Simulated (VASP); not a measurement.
**GW on NaF (Villiaumite): a test of the settings**

How far does the GW correction to the gap of NaF (Villiaumite) depend on the settings? The starting structure is a measured crystal structure from the Crystallography Open Database. Cell and atoms stay as given.

Method: GW on LDA orbitals, with plane waves and PAW data sets made for GW, in VASP 6.6.1.

## 1. Set-up

Symmetry: Fm-3m, No. 225, cubic system. The conventional cell has a = 4.640 Å, b = 4.640 Å, c = 4.640 Å, α = 90.00°, β = 90.00°, γ = 90.00°. Na has 6 F at 2.32 Å nearest. F has 6 Na at 2.32 Å nearest. Farther neighbours and most contacts between anions are not listed.

## 2. G0W0 (response cutoff 100 eV, 4×4×4 mesh)

It reads the orbitals and their derivatives (WAVECAR and WAVEDER) of a run with the empty bands, which follows a ground-state run; neither is shown.

Input file INCAR:

```
SYSTEM = NaF
PREC = Accurate
ENCUT = 520
ISMEAR = 0
SIGMA = 0.01
LREAL = .FALSE.
GGA = CA
NBANDS = 60
ALGO = EVGW0
NELMGW = 1
ENCUTGW = 100
NOMEGA = 40
PRECFOCK = Fast
NBANDSGW = 16
LWAVE = .FALSE.
LCHARG = .FALSE.
```

Input file POSCAR:

```
NaF
1.0
    0.0000000000      2.3200000000      2.3200000000
    2.3200000000      0.0000000000      2.3200000000
    2.3200000000      2.3200000000      0.0000000000
Na F
1 1
Direct
    0.0000000000      0.0000000000      0.0000000000
    0.5000000000      0.5000000000      0.5000000000
```

Input file KPOINTS:

```
Automatic mesh
0
Gamma
4 4 4
0 0 0
```

The projector-augmented-wave data sets are Na_sv_GW and F_GW (LDA family, release 64).

Run with:

```
$ mpirun -np 4 vasp_std
```

What it wrote:

```text
[banner, memory and clock lines left out]
running    4 mpi-ranks, on    1 nodes
 distrk:  each k-point on    4 cores,    1 groups
 distr:  one band on    1 cores,    4 groups

 POSCAR found type information on POSCAR NaF
 POSCAR found :  2 types and       2 ions
|                                                                             |
|           W    W    AA    RRRRR   N    N  II  N    N   GGGG   !!!           |
|           W    W   A  A   R    R  NN   N  II  NN   N  G    G  !!!           |
|           W    W  A    A  R    R  N N  N  II  N N  N  G       !!!           |
|           W WW W  AAAAAA  RRRRR   N  N N  II  N  N N  G  GGG   !            |
|           WW  WW  A    A  R   R   N   NN  II  N   NN  G    G                |
|           W    W  A    A  R    R  N    N  II  N    N   GGGG   !!!           |
|                                                                             |
|     The default for ENCUTGWSOFT is different in this version of VASP.       |
|     please manually set ENCUTGWSOFT =100 in the INCAR file.                 |
|                                                                             |

 LDA part: xc-table for (Slater(with rela. corr.)+CA(PZ))
 , standard interpolation
 found WAVECAR, reading the header
 POSCAR, INCAR and KPOINTS ok, starting setup
 FFT: planning ... GRIDC
 FFT: planning ... GRID_SOFT
 FFT: planning ... GRID
 reading WAVECAR
 the WAVECAR file was read successfully
 initial charge from wavefunction
 available memory per node:    181.37 GB, setting MAXMEM to    185727

 The Fermi energy was updated, please check that it is located mid-gap
 values below the HOMO (VB) or above the LUMO (CB) will cause erroneous energies
 E-fermi :   0.7682

 calculate exact exchange contribution
 the WAVEDER file was read successfully
energies w=
    0.000    0.000    1.864    0.000    3.717    0.000    5.552    0.000
    7.359    0.000    9.134    0.000   10.874    0.000   12.576    0.000
   14.243    0.000   15.875    0.000   17.479    0.000   19.058    0.000
   20.619    0.000   22.168    0.000   23.714    0.000   25.264    0.000
   26.828    0.000   28.415    0.000   30.036    0.000   31.704    0.000
   33.432    0.000   35.236    0.000   37.135    0.000   39.149    0.000
   41.307    0.000   43.638    0.000   46.183    0.000   48.992    0.000
   52.128    0.000   55.674    0.000   59.739    0.000   64.475    0.000
   70.086    0.000   76.871    0.000   85.269    0.000   95.961    0.000
  110.055    0.000  129.490    0.000  157.975    0.000  203.634    0.000
 responsefunction array rank=      64
 LDA part: xc-table for (Slater(with rela. corr.)+CA(PZ))
 , standard interpolation

 min. memory requirement per mpi rank     69.0 MB, per node    276.1 MB

 allocating  10 responsefunctions rank=    64
 shmem allocating  40 responsefunctions rank=    64
 response function shared by NCSHMEM nodes    1
 Doing           10  frequencies on each core in blocks of           40
NQ=   1    0.0000    0.0000    0.0000,
|.........|.........|.........|.........|.........|.........|.........|.........
 performed         68000 updates of chi_q(r,r)
 total number of BLAS operations          1.91 Gflops
NQ=   2    0.2500    0.0000    0.0000,
|.........|.........|.........|.........|.........|.........|.........|.........
 performed        205000 updates of chi_q(r,r)
 total number of BLAS operations          6.01 Gflops
NQ=   3    0.5000    0.0000    0.0000,
|.........|.........|.........|.........|.........|.........|.........|.........
 performed        308000 updates of chi_q(r,r)
 total number of BLAS operations          8.24 Gflops
NQ=   4    0.2500    0.2500    0.0000,
|.........|.........|.........|.........|.........|.........|.........|.........
 performed        432000 updates of chi_q(r,r)
 total number of BLAS operations         11.82 Gflops
NQ=   5    0.5000    0.2500    0.0000,
|.........|.........|.........|.........|.........|.........|.........|.........
 performed        600000 updates of chi_q(r,r)
 total number of BLAS operations         16.20 Gflops
NQ=   6   -0.2500    0.2500    0.0000,
|.........|.........|.........|.........|.........|.........|.........|.........
 performed        749000 updates of chi_q(r,r)
 total number of BLAS operations         20.08 Gflops
NQ=   7    0.5000    0.5000    0.0000,
|.........|.........|.........|.........|.........|.........|.........|.........
 performed        844000 updates of chi_q(r,r)
 total number of BLAS operations         23.21 Gflops
NQ=   8   -0.2500    0.5000    0.2500,
|.........|.........|.........|.........|.........|.........|.........|.........
 performed        970000 updates of chi_q(r,r)
 total number of BLAS operations         26.37 Gflops
 resolving degeneracies of screened two electron integrals

 calculate QP shifts <psi_nk| G(iteration)W_0 |psi_nk>: iteration 1
 entering main loop
```

It took 14 s on 4 MPI ranks of AMD EPYC 7R43, shared host; peak memory 0.41 GiB.

Lines that name or quote the potential files are left out of all logs, and their timing lines are given in words.

From OUTCAR (step 2):

```text
ion  position               nearest neighbor table
   1  0.000  0.000  0.000-   2 2.32   2 2.32   2 2.32   2 2.32   2 2.32   2 2.32
   2  0.500  0.500  0.500-   1 2.32   1 2.32   1 2.32   1 2.32   1 2.32   1 2.32

  LATTYP: Found a face centered cubic cell.
 ALAT       =     4.6400000000

 Subroutine GETGRP returns: Found 48 space group operations
 (whereof 48 operations were pure point group operations)

The static configuration has the point symmetry O_h .

 Found      8 irreducible k-points:

   k-points           NKPTS =      8   k-points in BZ     NKDIM =     64   number of bands    NBANDS=     60

   dimension x,y,z NGX =    24 NGY =   24 NGZ =   24
   dimension x,y,z NGXF=    48 NGYF=   48 NGZF=   48

   ENCUT  =  520.0 eV  38.22 Ry    6.18 a.u.   6.10  6.10  6.10*2*pi/ulx,y,z

   NELECT =      16.0000    total number of electrons

  energy-cutoff  :      520.00
  volume of cell :       24.97
      direct lattice vectors                 reciprocal lattice vectors
     0.000000000  2.320000000  2.320000000    -0.215517241  0.215517241  0.215517241
     2.320000000  0.000000000  2.320000000     0.215517241 -0.215517241  0.215517241
     2.320000000  2.320000000  0.000000000     0.215517241  0.215517241 -0.215517241

 k-points in reciprocal lattice and weights: Automatic mesh
   0.00000000  0.00000000  0.00000000       0.016
   0.25000000  0.00000000  0.00000000       0.125
   0.50000000  0.00000000  0.00000000       0.062
   0.25000000  0.25000000  0.00000000       0.094
   0.50000000  0.25000000  0.00000000       0.375
  -0.25000000  0.25000000  0.00000000       0.188
   0.50000000  0.50000000  0.00000000       0.047
  -0.25000000  0.50000000  0.25000000       0.094

 E-fermi :   0.7682

 QP shifts <psi_nk| G(iteration)W_0 |psi_nk>: iteration 1
 for sc-GW calculations column KS-energies equals QP-energies in previous step
 and V_xc(KS)=  KS-energies - (<T + V_ion + V_H > + <T+V_H+V_ion>^1  + <V_x>^1)
 k-point   1 :       0.0000    0.0000    0.0000
  band No.  KS-energies  QP-energies   sigma(KS)   V_xc(KS)     V^pw_x(r,r')   Z            occupation Imag(sigma)
    ...
      5     -20.9432     -25.7418     -28.4552     -22.1578     -36.5069       0.7620       2.0000       1.1679
      6      -2.2055      -4.6447     -25.4088     -22.3456     -30.0506       0.7963       2.0000       0.2849
      7      -2.2055      -4.6447     -25.4088     -22.3456     -30.0506       0.7963       2.0000       0.2849
      8      -2.2055      -4.6447     -25.4088     -22.3456     -30.0506       0.7963       2.0000       0.2849
      9       3.7420       5.7645      -7.9006     -10.1832      -5.1817       0.8860       0.0000      -0.1336
     10      16.3037      18.6497      -5.3698      -8.0464      -2.1455       0.8765       0.0000      -0.2359
     11      16.3037      18.6497      -5.3698      -8.0464      -2.1455       0.8765       0.0000      -0.2359
     12      16.3037      18.6497      -5.3698      -8.0464      -2.1455       0.8765       0.0000      -0.2359
    ...

 k-point   2 :       0.2500    0.0000    0.0000
  band No.  KS-energies  QP-energies   sigma(KS)   V_xc(KS)     V^pw_x(r,r')   Z            occupation Imag(sigma)
    ...
      5     -20.3218     -25.9237     -32.4656     -25.4377     -39.1980       0.7971       2.0000       0.7184
      6      -3.1421      -5.6888     -23.4451     -20.2360     -27.7972       0.7936       2.0000       0.3029
      7      -2.3401      -4.8059     -25.1842     -22.0894     -29.8158       0.7968       2.0000       0.2881
      8      -2.3401      -4.8059     -25.1842     -22.0894     -29.8158       0.7968       2.0000       0.2881
      9       5.6083       7.7990      -9.1845     -11.6929      -6.6265       0.8733       0.0000      -0.1396
     10      12.4865      14.7863      -6.5589      -9.2087      -3.4910       0.8679       0.0000      -0.2161
     11      17.0620      19.5617      -6.0593      -8.9199      -2.7767       0.8738       0.0000      -0.2674
     12      17.0620      19.5617      -6.0593      -8.9199      -2.7767       0.8738       0.0000      -0.2674
    ...

 k-point   3 :       0.5000    0.0000    0.0000
  band No.  KS-energies  QP-energies   sigma(KS)   V_xc(KS)     V^pw_x(r,r')   Z            occupation Imag(sigma)
    ...
      5     -20.0304     -25.6190     -32.6040     -25.6229     -39.3933       0.8005       2.0000       0.7123
      6      -3.8546      -6.5210     -22.4776     -19.1145     -26.7787       0.7928       2.0000       0.3310
      7      -2.4674      -4.9479     -24.9717     -21.8418     -29.5943       0.7926       2.0000       0.2916
      8      -2.4674      -4.9479     -24.9717     -21.8418     -29.5943       0.7926       2.0000       0.2916
      9       8.1562      10.3245      -7.2537      -9.7230      -4.3614       0.8781       0.0000      -0.1640
     10       9.8694      12.5728     -10.3695     -13.5385      -7.6894       0.8531       0.0000      -0.1971
     11      17.4299      20.1451      -6.8478      -9.9569      -3.5659       0.8733       0.0000      -0.2583
     12      17.4299      20.1451      -6.8478      -9.9569      -3.5659       0.8733       0.0000      -0.2583
    ...

 k-point   4 :       0.2500    0.2500    0.0000
  band No.  KS-energies  QP-energies   sigma(KS)   V_xc(KS)     V^pw_x(r,r')   Z            occupation Imag(sigma)
    ...
      5     -20.4075     -25.9312     -32.1625     -25.1870     -38.9922       0.7919       2.0000       0.7480
      6      -3.1496      -5.6981     -23.4669     -20.2499     -27.8338       0.7922       2.0000       0.3038
      7      -2.4296      -4.9136     -25.0861     -21.9635     -29.7013       0.7955       2.0000       0.2894
      8      -2.4296      -4.9136     -25.0861     -21.9635     -29.7013       0.7955       2.0000       0.2894
      9       6.1734       8.4425      -9.4421     -12.0497      -6.8835       0.8702       0.0000      -0.1447
     10      12.3286      14.3792      -4.9724      -7.3063      -1.8840       0.8786       0.0000      -0.1988
     11      16.4412      19.2051      -7.2536     -10.4262      -3.9424       0.8712       0.0000      -0.2655
     12      16.7196      19.4336      -7.3764     -10.5112      -4.0423       0.8658       0.0000      -0.3056
    ...

[... 4 further parts left out ...]
```

G0W0 (response cutoff 100 eV, 4×4×4 mesh): the quasiparticle gap on this mesh is 10.409 eV, +4.462 eV from the LDA gap on the same points, with 60 bands.

## 3. G0W0 (response cutoff 160 eV, 4×4×4 mesh)

It reads the orbitals and their derivatives (WAVECAR and WAVEDER) of a run with the empty bands, which follows a ground-state run; neither is shown.

Changes to INCAR since step 2:

```diff
@@ -7,6 +7,6 @@
 GGA = CA
-NBANDS = 60
+NBANDS = 116
 ALGO = EVGW0
 NELMGW = 1
-ENCUTGW = 100
+ENCUTGW = 160
 NOMEGA = 40
```

POSCAR is that of step 2.

KPOINTS is that of step 2.

Run with:

```
$ mpirun -np 4 vasp_std
```

What it wrote:

```text
[banner, memory and clock lines left out]
running    4 mpi-ranks, on    1 nodes
[...]
|                                                                             |
|           W    W    AA    RRRRR   N    N  II  N    N   GGGG   !!!           |
|           W    W   A  A   R    R  NN   N  II  NN   N  G    G  !!!           |
|           W    W  A    A  R    R  N N  N  II  N N  N  G       !!!           |
|           W WW W  AAAAAA  RRRRR   N  N N  II  N  N N  G  GGG   !            |
|           WW  WW  A    A  R   R   N   NN  II  N   NN  G    G                |
|           W    W  A    A  R    R  N    N  II  N    N   GGGG   !!!           |
|                                                                             |
|     The default for ENCUTGWSOFT is different in this version of VASP.       |
|     please manually set ENCUTGWSOFT =160 in the INCAR file.                 |
|                                                                             |

 LDA part: xc-table for (Slater(with rela. corr.)+CA(PZ))
[...]
total number of BLAS operations         68.19 Gflops
NQ=   4    0.2500    0.2500    0.0000,
|.........|.........|.........|.........|.........|.........|.........|.........
 performed        867000 updates of chi_q(r,r)
 total number of BLAS operations         99.18 Gflops
NQ=   5    0.5000    0.2500    0.0000,
|.........|.........|.........|.........|.........|.........|.........|.........
 performed       1200000 updates of chi_q(r,r)
 total number of BLAS operations        133.23 Gflops
NQ=   6   -0.2500    0.2500    0.0000,
|.........|.........|.........|.........|.........|.........|.........|.........
 performed       1496000 updates of chi_q(r,r)
 total number of BLAS operations        165.66 Gflops
NQ=   7    0.5000    0.5000    0.0000,
|.........|.........|.........|.........|.........|.........|.........|.........
 performed       1688000 updates of chi_q(r,r)
 total number of BLAS operations        186.36 Gflops
NQ=   8   -0.2500    0.5000    0.2500,
|.........|.........|.........|.........|.........|.........|.........|.........
 performed       1939000 updates of chi_q(r,r)
 total number of BLAS operations        209.84 Gflops
 resolving degeneracies of screened two electron integrals

 calculate QP shifts <psi_nk| G(iteration)W_0 |psi_nk>: iteration 1
 entering main loop
[key lines of the parts left out:]
E-fermi :   0.7682
```

The job ended after 27 s (4 MPI ranks; peak memory 0.49 GiB; 1.7 min of CPU time).

OUTCAR, selected parts (step 3):

```text
 QP shifts <psi_nk| G(iteration)W_0 |psi_nk>: iteration 1
 for sc-GW calculations column KS-energies equals QP-energies in previous step
 and V_xc(KS)=  KS-energies - (<T + V_ion + V_H > + <T+V_H+V_ion>^1  + <V_x>^1)
 k-point   1 :       0.0000    0.0000    0.0000
  band No.  KS-energies  QP-energies   sigma(KS)   V_xc(KS)     V^pw_x(r,r')   Z            occupation Imag(sigma)
    ...
      5     -20.9432     -25.4854     -28.1605     -22.1578     -36.5069       0.7567       2.0000       1.1930
      6      -2.2055      -4.7168     -25.5155     -22.3456     -30.0506       0.7922       2.0000       0.2752
      7      -2.2055      -4.7168     -25.5155     -22.3456     -30.0506       0.7922       2.0000       0.2752
      8      -2.2055      -4.7168     -25.5155     -22.3456     -30.0506       0.7922       2.0000       0.2752
      9       3.7420       5.7656      -7.8894     -10.1832      -5.1817       0.8822       0.0000      -0.1325
     10      16.3037      18.5759      -5.4566      -8.0464      -2.1455       0.8774       0.0000      -0.2369
     11      16.3037      18.5759      -5.4566      -8.0464      -2.1455       0.8774       0.0000      -0.2369
     12      16.3037      18.5759      -5.4566      -8.0464      -2.1455       0.8774       0.0000      -0.2369
    ...

[... 1 part as in an earlier step ...]

[... 2 further parts left out ...]
[key lines of the parts left out:]
E-fermi :   0.7682
```

G0W0 (response cutoff 160 eV, 4×4×4 mesh): the quasiparticle gap on this mesh is 10.482 eV, +4.535 eV from the LDA gap on the same points, with 116 bands.

## 4. G0W0 (response cutoff 240 eV, 4×4×4 mesh)

It reads the orbitals and their derivatives (WAVECAR and WAVEDER) of a run with the empty bands, which follows a ground-state run; neither is shown.

Changes to INCAR since step 3:

```diff
@@ -7,6 +7,6 @@
 GGA = CA
-NBANDS = 116
+NBANDS = 212
 ALGO = EVGW0
 NELMGW = 1
-ENCUTGW = 160
+ENCUTGW = 240
 NOMEGA = 40
```

POSCAR is that of step 3.

KPOINTS is that of step 3.

Run with:

```
$ mpirun -np 4 vasp_std
```

What it wrote:

```text
[banner, memory and clock lines left out]
running    4 mpi-ranks, on    1 nodes
[...]
|                                                                             |
|           W    W    AA    RRRRR   N    N  II  N    N   GGGG   !!!           |
|           W    W   A  A   R    R  NN   N  II  NN   N  G    G  !!!           |
|           W    W  A    A  R    R  N N  N  II  N N  N  G       !!!           |
|           W WW W  AAAAAA  RRRRR   N  N N  II  N  N N  G  GGG   !            |
|           WW  WW  A    A  R   R   N   NN  II  N   NN  G    G                |
|           W    W  A    A  R    R  N    N  II  N    N   GGGG   !!!           |
|                                                                             |
|     The default for ENCUTGWSOFT is different in this version of VASP.       |
|     please manually set ENCUTGWSOFT =240 in the INCAR file.                 |
|                                                                             |

 LDA part: xc-table for (Slater(with rela. corr.)+CA(PZ))
[...]
total number of BLAS operations        375.49 Gflops
NQ=   4    0.2500    0.2500    0.0000,
|.........|.........|.........|.........|.........|.........|.........|.........
 performed       1614000 updates of chi_q(r,r)
 total number of BLAS operations        550.34 Gflops
NQ=   5    0.5000    0.2500    0.0000,
|.........|.........|.........|.........|.........|.........|.........|.........
 performed       2229000 updates of chi_q(r,r)
 total number of BLAS operations        776.00 Gflops
NQ=   6   -0.2500    0.2500    0.0000,
|.........|.........|.........|.........|.........|.........|.........|.........
 performed       2777000 updates of chi_q(r,r)
 total number of BLAS operations        969.36 Gflops
NQ=   7    0.5000    0.5000    0.0000,
|.........|.........|.........|.........|.........|.........|.........|.........
 performed       3135000 updates of chi_q(r,r)
 total number of BLAS operations       1110.57 Gflops
NQ=   8   -0.2500    0.5000    0.2500,
|.........|.........|.........|.........|.........|.........|.........|.........
 performed       3601000 updates of chi_q(r,r)
 total number of BLAS operations       1272.10 Gflops
 resolving degeneracies of screened two electron integrals

 calculate QP shifts <psi_nk| G(iteration)W_0 |psi_nk>: iteration 1
 entering main loop
[key lines of the parts left out:]
E-fermi :   0.7682
```

It took 52 s on 4 MPI ranks; peak memory 0.71 GiB.

OUTCAR, selected parts (step 4):

```text
 QP shifts <psi_nk| G(iteration)W_0 |psi_nk>: iteration 1
 for sc-GW calculations column KS-energies equals QP-energies in previous step
 and V_xc(KS)=  KS-energies - (<T + V_ion + V_H > + <T+V_H+V_ion>^1  + <V_x>^1)
 k-point   1 :       0.0000    0.0000    0.0000
  band No.  KS-energies  QP-energies   sigma(KS)   V_xc(KS)     V^pw_x(r,r')   Z            occupation Imag(sigma)
    ...
      5     -20.9432     -25.5425     -28.2528     -22.1578     -36.5069       0.7546       2.0000       1.2493
      6      -2.2055      -4.8471     -25.6888     -22.3456     -30.0506       0.7902       2.0000       0.2894
      7      -2.2055      -4.8471     -25.6888     -22.3456     -30.0506       0.7902       2.0000       0.2894
      8      -2.2055      -4.8471     -25.6888     -22.3456     -30.0506       0.7902       2.0000       0.2894
      9       3.7420       5.7694      -7.8852     -10.1832      -5.1817       0.8822       0.0000      -0.1256
     10      16.3037      18.5497      -5.4874      -8.0464      -2.1455       0.8777       0.0000      -0.2305
     11      16.3037      18.5497      -5.4874      -8.0464      -2.1455       0.8777       0.0000      -0.2305
     12      16.3037      18.5497      -5.4874      -8.0464      -2.1455       0.8777       0.0000      -0.2305
    ...

[... 1 part as in an earlier step ...]

[... 2 further parts left out ...]
[key lines of the parts left out:]
E-fermi :   0.7682
```

G0W0 (response cutoff 240 eV, 4×4×4 mesh): the quasiparticle gap on this mesh is 10.617 eV, +4.669 eV from the LDA gap on the same points, with 212 bands.

(Continued in part 2 of 2.)

[Lines on the potential files, build, host, timing and source positions are cut from VASP's logs without a mark.]

[Logs are printed without paths, hosts, clocks, repeated set-up lines and the standing remarks that a program may print on its own settings, such as how far it seeks lower states.]

[Hosts, paths, dates, database ids (printed as entryN), source tags and the programs' standing remarks are cut or masked in the printed files.]
